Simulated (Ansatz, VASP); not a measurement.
# HfSi in two plane-wave programs, part 2 of 2

Wanted: the spread between two codes on one cell, functional and k mesh. The cell is generated by rule, not measured, and may not be a known phase. The cell is taken from a series of runs on this material, whose earlier steps may have relaxed, scaled, displaced or heated it; both programs get it as it stands.

VASP 6.6.1 and Ansatz 0.2.0.

So far. Step 3 (Ansatz: single point, LDA, pair 1): The run ends at a pressure of -0.38 GPa, with forces up to 0.34 eV/Å. Step 5 (VASP: single point, LDA, pair 2): The run ends at a pressure of -0.54 GPa, with forces up to 0.34 eV/Å.

The structure was built from a prototype and need not be the compound's stable phase.

## Step 6: Ansatz: single point, LDA, pair 2

Level of this step: Ansatz beside VASP: Kohn-Sham DFT, plane waves, LDA (Ansatz).

The same cell, functional (in two slightly different forms), mesh and smearing now go to Ansatz, which takes its cutoff from its data sets.

The cell is taken from a series of runs on this material, whose earlier steps may have relaxed, scaled, displaced or heated it; both programs get it as it stands.

input.yaml

```yaml
crystal:
  lattice:
    - [-3.2236273898, 0.0, 0.0]
    - [0.0, -3.2236273898, -3.2236273898]
    - [0.0, -3.2236273898, 3.2236273898]
  atoms:
    - { symbol: Hf, position: [0.0, 1.0110590381, 0.0267454003] }
    - { symbol: Hf, position: [0.0, 0.4889409619, 0.4732545997] }
    - { symbol: Si, position: [0.5, -0.0184398339, 0.5445952651] }
    - { symbol: Si, position: [0.5, 0.5184398339, -0.0445952651] }
kpoints:
  mp_grid: { grid: [12, 8, 8] }
hamiltonian:
  xc: lda
scf:
  occupations: { method: methfessel_paxton, width: 0.15 }
output:
  forces: true
  stress: true
  eigenvalues: true
```

On the command line:

```sh
$ ansatz run input.yaml --threads 4 --pin off --max-ram 7168MiB --backend cpu --events-out ev --progress --plain --runs-dir out
```

Numbers of over 12 decimals in the logs are rounded to 6 here.

Log:

```text
[...]
Crystal: 4 atoms, lattice volume = 66.998 Å³
Basis set: ecut = 420 eV, 1347 PW (Γ)
Bands: 36, of which v1, the nominal top of the filled ones, is band 30 counted from 1 (29 counted from 0)
Symmetry: 4 space group operations
[...]
k-points: 238 of 768
[...]
k-point 0: bands = [... 26 lower, 15.2211, 15.5813, 16.0657, 18.6038, 19.0348, 19.5071, 19.9350, 20.0241, ... 2 higher]
  k-point 1: bands = [... 26 lower, 15.5861, 15.9111, 16.1400, 18.4442, 19.0606, 19.0848, 19.6017, 19.8000, ... 2 higher]
  k-point 2: bands = [... 26 lower, 15.4823, 15.9427, 16.8357, 18.1000, 18.2172, 19.0247, 19.2555, 20.0207, ... 2 higher]
  k-point 237: bands = [... 26 lower, 14.6154, 14.6312, 15.5783, 15.8485, 18.9051, 19.0725, 19.0979, 19.2244, ... 2 higher]
[key lines of the parts left out:]
SCF converged after 7 iterations
Free energy (F): -32172.378202 eV
Fermi energy:    17.598401 eV
P = ⅓ Tr σ = -0.7395 GPa (-7.395 kbar)
```

The run ends at a pressure of -0.74 GPa, with forces up to 0.33 eV/Å.

## Step 7: Comparison

What differs besides the data sets and the points named for the pairs above, as far as they apply: the data sets hold 60 valence electrons in Ansatz (on its default PAW (the set named soft_2) files) and 28 in VASP. Total energies have different zeros and are not compared.

Compared:

| quantity | Ansatz | VASP | difference |
| --- | --- | --- | --- |
| pressure (GPa) | -0.74 | -0.54 | -0.20 |

Forces (eV/Å; atoms numbered as in POSCAR):

| atom | Ansatz x, y, z | VASP x, y, z |
| --- | --- | --- |
| Hf1 | 0.000, -0.266, 0.200 | 0.000, -0.272, 0.200 |
| Hf2 | 0.000, 0.266, -0.200 | 0.000, 0.272, -0.200 |
| Si3 | 0.000, 0.075, -0.024 | 0.000, 0.080, -0.027 |
| Si4 | 0.000, -0.075, 0.024 | 0.000, -0.080, 0.027 |

The forces differ by 3.4 meV/Å r.m.s., which is 2.4 % of the r.m.s. force of 0.142 eV/Å (both taken over all components).

## Step 8: VASP: single point, LDA, pair 3

A single point gives forces, pressure and levels at one fixed geometry, so differences don't come from the geometry; what else differs is listed under the comparison.

INCAR

```
SYSTEM = HfSi
PREC = Accurate
ENCUT = 500
EDIFF = 1E-06
NELM = 120
ISMEAR = 1
SIGMA = 0.15
LREAL = .FALSE.
ALGO = Normal
GGA = PW92
NBANDS = 20
LASPH = .TRUE.
LORBIT = 11
LWAVE = .FALSE.
LCHARG = .FALSE.
ISIF = 2
GGA_COMPAT = .FALSE.
KPAR = 2
```

POSCAR

```
HfSi
1.0
   -3.2236273898      0.0000000000      0.0000000000
    0.0000000000     -3.2236273898     -3.2236273898
    0.0000000000     -3.2236273898      3.2236273898
Hf Si
2 2
Direct
    0.0000000000      0.0160858736      0.0389024004
    0.0000000000      0.4839141264      0.4610975996
    0.5000000000      0.9731784235      0.5648658401
    0.5000000000      0.5268215765      0.9351341599
```

KPOINTS

```
Automatic mesh
0
Gamma
12 8 8
0 0 0
```

PAW data sets: Hf_pv and Si (LDA family, release 64).

On the command line:

```sh
$ mpirun -np 2 vasp_std
```

Log:

```text
[... set-up lines as in an earlier step ...]
 entering main loop
       N       E                     dE             d eps       ncg     rms          rms(c)
DAV:   1     0.775962294134E+02    0.77596E+02   -0.14108E+04  9536   0.126E+03
DAV:   2    -0.316637532405E+02   -0.10926E+03   -0.10582E+03 11680   0.276E+02
DAV:   3    -0.359665212740E+02   -0.43028E+01   -0.41804E+01 12540   0.366E+01
DAV:   4    -0.360279082916E+02   -0.61387E-01   -0.61098E-01 11564   0.458E+00
[...]
DAV:  11    -0.346657461973E+02    0.95988E-05   -0.11647E-04 11180   0.658E-02    0.448E-02
DAV:  12    -0.346657448333E+02    0.13640E-05   -0.64229E-06 11684   0.164E-02    0.119E-02
DAV:  13    -0.346657447884E+02    0.44844E-07   -0.67278E-07  6956   0.525E-03
   1 F= -.34665745E+02 E0= -.34665404E+02  d E =-.102230E-02
```

Parts of OUTCAR (step 8):

```text
  Total       -0.2957249      2.0486155     -2.6687890      0.0000000      0.7768619      0.0000000
  in kB       -7.0718654     48.9898968    -63.8205172      0.0000000     18.5776135      0.0000000
  external PRESSURE =      -7.3008286 kB  Pullay stress =       0.0000000 kB

 POSITION                                       TOTAL-FORCE (eV/Angst)
 -----------------------------------------------------------------------------------
      0.00000     -0.17726      0.07355         0.000000     -0.000924      0.270891
      0.00000     -3.04637     -0.07355         0.000000      0.000924     -0.270891
     -1.61181     -4.95808     -1.31625         0.000000      0.233753     -0.323387
     -1.61181     -4.71280      1.31625         0.000000     -0.233753      0.323387
 -----------------------------------------------------------------------------------
    total drift:                               -0.000000      0.000000      0.000000

  FREE ENERGIE OF THE ION-ELECTRON SYSTEM (eV)
  ---------------------------------------------------
  free  energy   TOTEN  =       -34.6657447884 eV

  energy  without entropy=      -34.6647224896  energy(sigma->0) =      -34.66540402

[... 2 parts as in an earlier step ...]

[... 1 further part left out ...]
[key lines of the parts left out:]
E-fermi :   7.5976
```

The run ends at a pressure of -0.73 GPa, with forces up to 0.40 eV/Å.

## Step 9: Ansatz: single point, LDA, pair 3

The same cell, functional (in two slightly different forms), mesh and smearing now go to Ansatz, which takes its cutoff from its data sets.

The cell is taken from a series of runs on this material, whose earlier steps may have relaxed, scaled, displaced or heated it; both programs get it as it stands.

input.yaml, the sections that differ from step 6:

```yaml
crystal:
  lattice:
    - [-3.2236273898, 0.0, 0.0]
    - [0.0, -3.2236273898, -3.2236273898]
    - [0.0, -3.2236273898, 3.2236273898]
  atoms:
    - { symbol: Hf, position: [0.0, 1.0160858736, 0.0389024004] }
    - { symbol: Hf, position: [0.0, 0.4839141264, 0.4610975996] }
    - { symbol: Si, position: [0.5, -0.0268215765, 0.5648658401] }
    - { symbol: Si, position: [0.5, 0.5268215765, -0.0648658401] }
# kpoints, hamiltonian, scf, output: as in step 6
```

On the command line:

```sh
$ ansatz run input.yaml --threads 4 --pin off --max-ram 7168MiB --backend cpu --events-out ev --progress --plain --runs-dir out
```

Log:

```text
[...]
Crystal: 4 atoms, lattice volume = 66.998 Å³
Basis set: ecut = 420 eV, 1347 PW (Γ)
Bands: 36, of which v1, the nominal top of the filled ones, is band 30 counted from 1 (29 counted from 0)
Symmetry: 4 space group operations
[...]
k-points: 238 of 768
[...]
k-point 0: bands = [... 26 lower, 15.0672, 15.5682, 16.3900, 18.3313, 19.1135, 19.3205, 20.1416, 20.2295, ... 2 higher]
  k-point 1: bands = [... 26 lower, 15.5528, 15.8879, 16.3975, 18.1988, 19.0514, 19.1195, 19.7629, 19.8672, ... 2 higher]
  k-point 2: bands = [... 26 lower, 15.4367, 16.2802, 16.7215, 17.8974, 18.3501, 19.1891, 19.2638, 19.8808, ... 2 higher]
  k-point 237: bands = [... 26 lower, 14.6200, 14.6201, 15.7900, 16.1912, 18.8309, 19.1749, 19.2373, 19.4871, ... 2 higher]
[key lines of the parts left out:]
SCF converged after 8 iterations
Free energy (F): -32172.365886 eV
Fermi energy:    17.631491 eV
P = ⅓ Tr σ = -0.9192 GPa (-9.192 kbar)
```

The run ends at a pressure of -0.92 GPa, with forces up to 0.39 eV/Å.

## Step 10: Comparison

What differs besides the data sets and the points named for the pairs above, as far as they apply: the data sets hold 60 valence electrons in Ansatz (on its default PAW (the set named soft_2) files) and 28 in VASP. Total energies have different zeros and are not compared.

Compared:

| quantity | Ansatz | VASP | difference |
| --- | --- | --- | --- |
| pressure (GPa) | -0.92 | -0.73 | -0.19 |

Forces (eV/Å; atoms numbered as in POSCAR):

| atom | Ansatz x, y, z | VASP x, y, z |
| --- | --- | --- |
| Hf1 | 0.000, 0.012, 0.270 | 0.000, -0.001, 0.271 |
| Hf2 | 0.000, -0.012, -0.270 | 0.000, 0.001, -0.271 |
| Si3 | 0.000, 0.226, -0.321 | 0.000, 0.234, -0.323 |
| Si4 | 0.000, -0.226, 0.321 | 0.000, -0.234, 0.323 |

The forces differ by 6.4 meV/Å r.m.s., which is 3.3 % of the r.m.s. force of 0.197 eV/Å (both taken over all components).

## Step 11: Outcome

```json
{
 "r.m.s. force difference (single point, LDA, pair 1)": "1.4 meV/Å",
 "r.m.s. force difference (single point, LDA, pair 2)": "3.4 meV/Å",
 "r.m.s. force difference (single point, LDA, pair 3)": "6.4 meV/Å"
}
```

The r.m.s. force difference is 6.4 meV/Å (single point, LDA, pair 3), within the 12 meV/Å picked in this series as the mark of a large difference. The data sets hold unlike numbers of valence electrons (60 in Ansatz and 28 in VASP), so part of the differences comes from the potentials. 4 further runs of this series are not shown here. How closely two codes agree says nothing of how well the functional describes the real material.

[Lines on the potential files, build, host, timing and source positions are cut from VASP's logs without a mark.]

[Logs are printed without paths, hosts, clocks, repeated set-up lines and the standing remarks that a program may print on its own settings, such as how far it seeks lower states.]

[Hosts, paths, dates, database ids (printed as entryN), source tags and the programs' standing remarks are cut or masked in the printed files.]
